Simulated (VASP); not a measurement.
Sb2TeO5:

```
CELL_PARAMETERS angstrom
5.03509 0.00000 0.00000
0.00000 5.03509 0.00000
0.00000 0.00000 6.40887
ATOMIC_POSITIONS crystal
Sb 0.00000 0.00000 0.70327
Sb 0.00000 0.00000 0.29673
Te 0.50000 0.50000 0.00000
O 0.35939 0.00000 0.50000
O 0.64061 0.00000 0.50000
O 0.00000 0.35939 0.50000
O 0.00000 0.64061 0.50000
O 0.00000 0.00000 0.00000
```

The cell was built by a generator and needn't be a form met in nature.

| Property | Result |
| --- | --- |
| Program | VASP 6.6.1 |
| Task | relaxation of cell and atoms |
| Functional | PBE |
| Potentials or basis | VASP PAW PBE potentials, release 64 (Sb, Te, O) |
| Cutoff | 520 eV |
| k mesh | 3 × 3 × 2 |
| Occupations | gaussian, width 0.15 eV |
| Spin | no spin polarisation |

At the start: pressure 8.3 GPa; volume 20.31 Å³/atom.

**Question.** How do energy, volume and symmetry change on relaxing?

**Answer.** Over 14 steps the energy falls by 143.6 meV/atom and the volume is 22.00 Å³/atom (+8.3 %); space group P4/mmm (No. 123, to 0.05 Å).

The path:
```
step  energy change (eV)  largest force (eV/Å)  pressure (GPa)  volume (Å³)
   1              0.0000                2.4016            8.27       162.48
   2             -1.0214                0.4298           -2.57       187.87
   3             -1.0386                0.3904           -1.39       183.53
   4             -1.0392                0.3920           -1.65       184.35
   5             -1.0854                0.8438            0.51       179.38
   6             -1.0890                0.5511            0.00       180.40
   7             -1.1311                0.1628            0.53       177.39
   8             -1.1333                0.2541            0.36       176.80
   9             -1.1320                0.4562            0.55       175.62
  10             -1.1337                0.3229            0.49       176.38
  11             -1.1474                0.1288           -0.12       176.00
  12             -1.1485                0.0896           -0.05       176.09
  13             -1.1484                0.1191            0.17       175.94
  14             -1.1489                0.0519            0.07       176.02
```

Final structure:
```
CELL_PARAMETERS angstrom
4.93676 0.00000 0.00000
0.00000 4.93676 0.00000
0.00000 0.00000 7.22231
ATOMIC_POSITIONS crystal
Sb 0.00000 0.00000 0.72792
Sb 0.00000 0.00000 0.27208
Te 0.50000 0.50000 0.00000
O 0.36280 0.00000 0.50000
O 0.63720 0.00000 0.50000
O 0.00000 0.36280 0.50000
O 0.00000 0.63720 0.50000
O 0.00000 0.00000 0.00000
```

Caveat: the k mesh is coarse (spacing up to 0.49 Å⁻¹), so the values aren't converged.
